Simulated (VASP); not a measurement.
The system is NbWS4.

```
Nb W S
1.0
     1.62500    0.93819   13.30000
    -1.62500    0.93819   13.30000
     0.00000   -1.87639   13.30000
Nb W S
1 1 4
Cartesian
  0.0000 0.0000 0.0000
  0.0000 0.0000 19.9500
  0.0000 0.0000 34.8167
  0.0000 0.0000 31.6806
  0.0000 0.0000 14.8667
  0.0000 0.0000 11.7306
```

The cell was built by a generator and needn't be a form met in nature.

```yaml
Program: VASP 6.6.1
Task: relaxation of cell and atoms
Functional: PBE
Potentials_or_basis: VASP PAW PBE potentials, release 64 (Nb_sv, W_sv, S)
Cutoff: 520 eV
k_mesh: 5 × 5 × 5
Occupations: gaussian, width 0.15 eV
Spin: no spin polarisation
```

At the start: pressure 0.8 GPa; volume 20.28 Å³/atom.

Problem. Where does the relaxation end?

Solution. Over 5 steps the energy falls by 3.4 meV/atom and the volume is 20.48 Å³/atom (+1.0 %); space group R3m (No. 160, to 0.05 Å).

Step by step:
```
step  energy change (eV)  largest force (eV/Å)  pressure (GPa)  volume (Å³)
   1              0.0000                0.4041            0.83       121.66
   2             -0.0176                0.2060           -0.87       123.53
   3             -0.0181                0.2369           -0.77       123.30
   4             -0.0153                0.2950            0.91       122.25
   5             -0.0206                0.0280            0.03       122.88
```

Final structure:
```cif
data_structure
_symmetry_space_group_name_H-M 'P 1'
_symmetry_Int_Tables_number 1
_cell_length_a 13.4008
_cell_length_b 13.4008
_cell_length_c 13.4008
_cell_angle_alpha 14.017
_cell_angle_beta 14.017
_cell_angle_gamma 14.017
_cell_volume 122.88
loop_
_atom_site_label
_atom_site_type_symbol
_atom_site_fract_x
_atom_site_fract_y
_atom_site_fract_z
_atom_site_occupancy
Nb1 Nb 0.99998 0.99998 0.99998 1
W1 W 0.49997 0.49997 0.49997 1
S1 S 0.87203 0.87203 0.87203 1
S2 S 0.79460 0.79460 0.79460 1
S3 S 0.37302 0.37302 0.37302 1
S4 S 0.29361 0.29361 0.29361 1
```

Caveat: the k mesh is coarse (spacing up to 0.45 Å⁻¹), so the values aren't converged.
